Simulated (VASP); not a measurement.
# Ti4AlC3 (P6_3/mmc) in VASP: a series of runs

One crystal, Ti4AlC3, is run at these levels: PBE+D3(BJ), r2SCAN; tasks: relaxation of cell and atoms.

Program: VASP 6.6.1. These are calculated values, not measurements. Logs are shortened: lines on timing, memory, paths and dates and some standing lists are left out, and cuts for length are marked.

**1. Starting point**

It takes space group P6_3/mmc (No. 194, hexagonal). Conventional cell: a = 3.060 Å, b = 3.060 Å, c = 23.610 Å, α = 90.00°, β = 90.00°, γ = 120.00°. Ti (site symmetry 3m) is surrounded by 6 C at 2.19 to 2.21 Å. Ti (site symmetry 3m) has 3 C at 2.02 Å as nearest neighbours. Al (site symmetry -6m2) is surrounded by 6 Ti at 2.91 Å and 6 Al at 3.06 Å. C (site symmetry -3m) has 6 Ti at 2.21 Å as nearest neighbours. C (site symmetry 3m) has 6 Ti at 2.02 to 2.19 Å as nearest neighbours.

The cell comes from a database or a generator and needn't be the stable form of this composition.

**2. Relaxation of cell and atoms, PBE+D3(BJ)**

File INCAR:

```
  PREC = Accurate
  ENCUT = 600
  EDIFF = 1E-6
  ISMEAR = 0
  SIGMA = 0.03
  LREAL = F
  LASPH = T
  NELM = 80
  ALGO = Normal
  ISIF = 3
  LWAVE = F
  LCHARG = F
  GGA = PE
  IVDW = 12
  IBRION = 2
  NSW = 90
  EDIFFG = -0.01
  KPAR = 4
```

File KPOINTS:

```
Automatic mesh
0
Gamma
  12 12 2
```

File POSCAR:

```
Ti4AlC3
1.0
    3.0600000000      0.0000000000      0.0000000000
   -1.5300000000      2.6500377400      0.0000000000
    0.0000000000      0.0000000000     23.6100000000
Ti Al C
8 2 6
Direct
    0.3333333300      0.6666666700      0.0560000000
    0.6666666700      0.3333333300      0.9440000000
    0.6666666700      0.3333333300      0.5560000000
    0.3333333300      0.6666666700      0.4440000000
    0.0000000000      0.0000000000      0.1520000000
    0.0000000000      0.0000000000      0.8480000000
    0.0000000000      0.0000000000      0.6520000000
    0.0000000000      0.0000000000      0.3480000000
    0.3333333300      0.6666666700      0.2500000000
    0.6666666700      0.3333333300      0.7500000000
    0.0000000000      0.0000000000      0.0000000000
    0.0000000000      0.0000000000      0.5000000000
    0.6666666700      0.3333333300      0.1106000000
    0.3333333300      0.6666666700      0.8894000000
    0.3333333300      0.6666666700      0.6106000000
    0.6666666700      0.3333333300      0.3894000000
```

Potentials or basis: VASP PAW PBE potentials, release 64 (Ti_sv, Al, C).

Started as:

```console
> cat potpaw_PBE.64/Ti_sv/POTCAR potpaw_PBE.64/Al/POTCAR potpaw_PBE.64/C/POTCAR > POTCAR
> mpirun -np 4 vasp_std > vasp.out
```

OUTCAR:

```text
PREC = Accurate
   ENCUT = 600
   EDIFF = 1E-6
   ISMEAR = 0
   LREAL = F
   LASPH = T
   NELM = 80
   ISIF = 3
   GGA = PE
   IVDW = 12
   IBRION = 2
   NSW = 90
   EDIFFG = -0.01
 IVDW          = 12

 ion  position               nearest neighbor table
   1  0.333  0.667  0.056-  13 2.19  13 2.19  13 2.19  11 2.21  11 2.21  11 2.21   5 2.87   5 2.87
                             5 2.87
   2  0.667  0.333  0.944-  14 2.19  14 2.19  14 2.19  11 2.21  11 2.21  11 2.21   6 2.87   6 2.87
                             6 2.87
   3  0.667  0.333  0.556-  15 2.19  15 2.19  15 2.19  12 2.21  12 2.21  12 2.21   7 2.87   7 2.87
                             7 2.87
   4  0.333  0.667  0.444-  16 2.19  16 2.19  16 2.19  12 2.21  12 2.21  12 2.21   8 2.87   8 2.87
                             8 2.87
   5  0.000  0.000  0.152-  13 2.02  13 2.02  13 2.02   1 2.87   1 2.87   1 2.87   9 2.91   9 2.91
                             9 2.91
   6  0.000  0.000  0.848-  14 2.02  14 2.02  14 2.02   2 2.87   2 2.87   2 2.87  10 2.91  10 2.91
                            10 2.91
   7  0.000  0.000  0.652-  15 2.02  15 2.02  15 2.02   3 2.87   3 2.87   3 2.87  10 2.91  10 2.91
                            10 2.91
   8  0.000  0.000  0.348-  16 2.02  16 2.02  16 2.02   4 2.87   4 2.87   4 2.87   9 2.91   9 2.91
                             9 2.91
   9  0.333  0.667  0.250-   5 2.91   8 2.91   5 2.91   8 2.91   5 2.91   8 2.91
  10  0.667  0.333  0.750-   6 2.91   7 2.91   6 2.91   7 2.91   6 2.91   7 2.91
  11  0.000  0.000  0.000-   1 2.21   2 2.21   2 2.21   1 2.21   2 2.21   1 2.21
  12  0.000  0.000  0.500-   3 2.21   4 2.21   3 2.21   4 2.21   3 2.21   4 2.21
  13  0.667  0.333  0.111-   5 2.02   5 2.02   5 2.02   1 2.19   1 2.19   1 2.19
  14  0.333  0.667  0.889-   6 2.02   6 2.02   6 2.02   2 2.19   2 2.19   2 2.19
  15  0.333  0.667  0.611-   7 2.02   7 2.02   7 2.02   3 2.19   3 2.19   3 2.19
  16  0.667  0.333  0.389-   8 2.02   8 2.02   8 2.02   4 2.19   4 2.19   4 2.19

  LATTYP: Found a hexagonal cell.
 ALAT       =     3.0600000000
 C/A-ratio  =     7.7156862745

  Lattice vectors:

 A1 = (   3.0600000000,   0.0000000000,   0.0000000000)
 A2 = (  -1.5300000000,   2.6500377400,   0.0000000000)
 A3 = (   0.0000000000,   0.0000000000,  23.6100000000)

Analysis of symmetry for initial positions (statically):
=====================================================================
 Subroutine PRICEL returns:
 Original cell was already a primitive cell.

 Routine SETGRP: Setting up the symmetry group for a
 hexagonal supercell.

 Subroutine GETGRP returns: Found 24 space group operations
 (whereof 12 operations were pure point group operations)
 out of a pool of 24 trial point group operations.

The static configuration has the point symmetry D_3d.
 The point group associated with its full space group is D_6h.

Analysis of symmetry for dynamics (positions and initial velocities):
=====================================================================
 Subroutine PRICEL returns:
 Original cell was already a primitive cell.

 Routine SETGRP: Setting up the symmetry group for a
 hexagonal supercell.

 Subroutine GETGRP returns: Found 24 space group operations
 (whereof 12 operations were pure point group operations)
 out of a pool of 24 trial point group operations.

The dynamic configuration has the point symmetry D_3d.
 The point group associated with its full space group is D_6h.

 Subroutine INISYM returns: Found 24 space group operations
 (whereof 12 operations are pure point group operations),
 and found     1 'primitive' translations

----------------------------------------------------------------------------------------

                                     Primitive cell

  volume of cell :     191.4562

  direct lattice vectors                    reciprocal lattice vectors
     3.060000000  0.000000000  0.000000000     0.326797386  0.188676558  0.000000000
    -1.530000000  2.650037740  0.000000000     0.000000000  0.377353116  0.000000000
     0.000000000  0.000000000 23.610000000     0.000000000  0.000000000  0.042354934

  length of vectors
     3.060000000  3.060000004 23.610000000     0.377353117  0.377353116  0.042354934

  position of ions in fractional coordinates (direct lattice)
     0.333333330  0.666666670  0.056000000
     0.666666670  0.333333330  0.944000000
     0.666666670  0.333333330  0.556000000
     0.333333330  0.666666670  0.444000000
     0.000000000  0.000000000  0.152000000
     0.000000000  0.000000000  0.848000000
[... 8 lines left out ...]
     0.333333330  0.666666670  0.610600000
     0.666666670  0.333333330  0.389400000

  ion indices of the primitive-cell ions
   primitive index   ion index
                 1           1
                 2           2
                 3           3
                 4           4
                 5           5
                 6           6
[... 8 lines left out ...]
                15          15
                16          16

----------------------------------------------------------------------------------------

 KPOINTS: Automatic mesh

Automatic generation of k-mesh.
 Grid dimensions read from file:
 generate k-points for:   12   12    2

 Generating k-lattice:

  Cartesian coordinates                     Fractional coordinates (reciprocal lattice)
     0.027233115  0.015723047  0.000000000     0.083333333  0.000000000  0.000000000
     0.000000000  0.031446093  0.000000000     0.000000000  0.083333333  0.000000000
     0.000000000  0.000000000  0.021177467     0.000000000  0.000000000  0.500000000

  Length of vectors
     0.031446093  0.031446093  0.021177467

  Shift w.r.t. Gamma in fractional coordinates (k-lattice)
     0.000000000  0.000000000  0.000000000

 Subroutine IBZKPT returns following result:
 ===========================================

 Found     38 irreducible k-points:

 Following reciprocal coordinates:
            Coordinates               Weight
  0.000000  0.000000  0.000000      1.000000
  0.083333  0.000000  0.000000      6.000000
  0.166667  0.000000  0.000000      6.000000
  0.250000  0.000000  0.000000      6.000000
  0.333333 -0.000000  0.000000      6.000000
  0.416667  0.000000  0.000000      6.000000
[... 16 lines left out ...]
  0.250000  0.000000  0.500000      6.000000
  0.333333 -0.000000  0.500000      6.000000
 [... further k-points ...]
   k-points           NKPTS =     38   k-points in BZ     NKDIM =     38   number of bands    NBANDS=     75
   number of dos      NEDOS =    301   number of ions     NIONS =     16
   total plane-waves  NPLWV = 110592
   dimension x,y,z NGX =    24 NGY =   24 NGZ =  192
   dimension x,y,z NGXF=    48 NGYF=   48 NGZF=  384
   ions per type =               8   2   6
   NGX,Y,Z   is equivalent  to a cutoff of  13.04, 13.04, 13.52 a.u.
   NGXF,Y,Z  is equivalent  to a cutoff of  26.08, 26.08, 27.04 a.u.
 SYSTEM =  unknown system
   PREC   = accura    normal or accurate (medium, high low for compatibility)
   ISTART =      0    job   : 0-new  1-cont  2-samecut
   ICHARG =      2    charge: 1-file 2-atom 10-const
   ISPIN  =      1    spin polarized calculation?
   LNONCOLLINEAR =      F non collinear calculations
   LSORBIT =      F    spin-orbit coupling
   LASPH  =      T    aspherical Exc in radial PAW
   ENCUT  =  600.0 eV  44.10 Ry    6.64 a.u.   6.11  6.11 47.16*2*pi/ulx,y,z
   NELM   =     80;   NELMIN=  2; NELMDL= -5     # of ELM steps
   EDIFF  = 0.1E-05   stopping-criterion for ELM
   LREAL  =      F    real-space projection
   EDIFFG = -.1E-01   stopping-criterion for IOM
   NSW    =     90    number of steps for IOM
   IBRION =      2    ionic relax: 0-MD 1-quasi-New 2-CG
   NFREE  =      1    steps in history (QN), initial steepest desc. (CG)
   ISIF   =      3    stress and relaxation
   ISYM   =      2    0-nonsym 1-usesym 2-fastsym
   POTIM  = 0.5000    time-step for ionic-motion
   TEBEG  =    0.0;   TEEND  =   0.0 temperature during run
   PSTRESS=    0.0 pullay stress
   NELECT =     126.0000    total number of electrons
   NUPDOWN=      -1.0000    fix difference up-down
   EMIN   =  10.00;   EMAX   =-10.00  energy-range for DOS
   EFERMI =   0.00;   METHOD = LEGACY
   ISMEAR =     0;   SIGMA  =   0.03  broadening in eV -4-tet -1-fermi 0-gaus
   EFERMI_NEDOS =   21; number of points for ismear=-14 and -15
   IALGO  =     38    algorithm
   IMIX   =      4    mixing-type and parameters
     AMIX     =   0.40;   BMIX     =  1.00
     AMIX_MAG =   1.60;   BMIX_MAG =  1.00
  volume/ion in A,a.u.               =      11.97        80.75
  Fermi-wavevector in a.u.,A,eV,Ry     =   1.423995  2.690961 27.589381  2.027762
  Thomas-Fermi vector in A             =   2.544533
   LORBIT       =      0    0 simple, 1 ext, 2 COOP (PROOUT), +10 PAW based schemes
   GGA     = PE    functional components
   LHFCALC =     F    Hartree Fock is set to
   AEXX    =    0.0000 exact exchange contribution
   IVDW    =    12    specifies the selected vdW correction
   LEPSILON=     F    determine dielectric tensor
   LRPA    =     F    only Hartree local field effects (RPA)
 conjugate gradient relaxation of ions
 non-spin polarized calculation
 Gauss-broadening in eV      SIGMA  =   0.03
  energy-cutoff  :      600.00
  volume of cell :      191.46
 maximum number of plane-waves:      6462
   NGX = 13   NGY = 13   NGZ = 95

--------------------------------------- Ionic step        1  -------------------------------------------

 number of electron     125.9999967 magnetization

 Free energy of the ion-electron system (eV)
  ---------------------------------------------------
  ext. energy  EPLUGINS =         0.00000000
  ---------------------------------------------------
  free energy    TOTEN  =      -137.12073121 eV

  energy without entropy =     -137.11600201  energy(sigma->0) =     -137.11836661

------------------------ aborting loop because EDIFF is reached ----------------------------------------

 Edisp (eV)   -7.08124

 E8    (eV) :    -3.1119
[... 147 lines left out ...]
  FREE ENERGIE OF THE ION-ELECTRON SYSTEM (eV)
  ---------------------------------------------------
  free  energy   TOTEN  =      -145.2065497425 eV

  energy  without entropy=     -145.2032929953  energy(sigma->0) =     -145.20492137

[... ionic steps 4 to 12 ...]

--------------------------------------- Ionic step       13  -------------------------------------------

 number of electron     125.9999981 magnetization

------------------------ aborting loop because EDIFF is reached ----------------------------------------
[... 103 lines left out ...]
--------------------------------------- Ionic step       15  -------------------------------------------

 number of electron     125.9999981 magnetization

 Free energy of the ion-electron system (eV)
  ---------------------------------------------------
  ext. energy  EPLUGINS =         0.00000000
  ---------------------------------------------------
  free energy    TOTEN  =      -138.00287847 eV

  energy without entropy =     -137.99971223  energy(sigma->0) =     -138.00129535

 E-fermi :   8.9077     XC(G=0): -12.0565

 val. band max:        8.9026832714   @ k =   0.1667   0.0833   0.0000
 cond. band min:       8.9139856198   @ k =   0.2500   0.1667   0.0000
 fundamental gap:      0.0113023484
 Fermi energy:         8.9077269848

 k-point     1 :       0.0000    0.0000    0.0000
  band No.  band energies     occupation
      1     -47.6253      2.00000
      2     -47.6253      2.00000
      3     -47.5985      2.00000
      4     -47.5985      2.00000
      5     -47.5663      2.00000
      6     -47.5663      2.00000
[... 1861 lines left out ...]
     74      11.2774      0.00000
     75      11.4311      0.00000

 [... further k-points ...]

------------------------ aborting loop because EDIFF is reached ----------------------------------------

 Edisp (eV)   -7.24396

 E8    (eV) :    -3.1851
[... 39 lines left out ...]
  FREE ENERGIE OF THE ION-ELECTRON SYSTEM (eV)
  ---------------------------------------------------
  free  energy   TOTEN  =      -145.2468425572 eV

  energy  without entropy=     -145.2436763121  energy(sigma->0) =     -145.24525943

 reached required accuracy - stopping structural energy minimisation
```

Run time: 49 min. Hardware: 4 MPI ranks of Intel Xeon Platinum 8375C at 2.90GHz (Ice Lake), shared host; peak memory 0.73 GiB.

Results:

```
Free energy                            : -145.2468 eV
Relaxed volume                         : 11.73 Å³/atom
Relaxed cell                           : a = 3.049 Å, b = 3.049 Å, c = 23.303 Å, α = 90.00°, β = 90.00°, γ = 120.00°
Space group after relaxing (to 0.05 Å) : P6_3/mmc (No. 194)
Energy gained by relaxing              : 65.3 meV/atom
Ionic steps                            : 15
Pressure after relaxing                : 0.0 GPa
Band gap on the k mesh                 : none (metal or under the smearing width)
Dispersion energy per atom             : -0.453 eV
```

Step by step:
```
step  energy change (eV)  largest force (eV/Å)  pressure (GPa)  volume (Å³)
   1              0.0000                3.1981           -1.23       191.46
   2             -0.8087                1.6002           -2.20       188.91
   3             -1.0046                0.2546           -2.60       189.67
   4             -1.0130                0.1757            3.03       184.69
   5             -1.0331                0.2142            0.39       186.94
   6             -1.0395                0.0744            0.16       187.13
   7             -1.0399                0.0964            0.10       187.19
   8             -1.0427                0.0758           -0.05       187.43
   9             -1.0440                0.0798           -0.32       187.90
  10             -1.0442                0.0677           -0.27       187.78
  11             -1.0440                0.0673            0.45       187.33
  12             -1.0448                0.0223            0.06       187.58
  13             -1.0448                0.0212            0.07       187.57
  14             -1.0448                0.0184            0.00       187.69
  15             -1.0449                0.0007           -0.01       187.63
```

Final structure:
```
Ti Al C
1.0
     3.04913    0.00000    0.00000
    -1.52457    2.64063    0.00000
     0.00000    0.00000   23.30344
Ti Al C
8 2 6
Cartesian
  0.0000 1.7604 1.1912
  1.5246 0.8802 22.1123
  1.5246 0.8802 12.8429
  0.0000 1.7604 10.4606
  3.0491 0.0000 3.5840
  0.0000 0.0000 19.7195
  0.0000 0.0000 15.2357
  3.0491 0.0000 8.0678
  0.0000 1.7604 5.8259
  1.5246 0.8802 17.4776
  0.0000 0.0000 0.0000
  0.0000 0.0000 11.6517
  1.5246 0.8802 2.5217
  0.0000 1.7604 20.7818
  0.0000 1.7604 14.1734
  1.5246 0.8802 9.1301
```

Caveat: pairwise dispersion overbinds metals, which lowers pressure and volume.

(Part 1 of 3 ends here.)
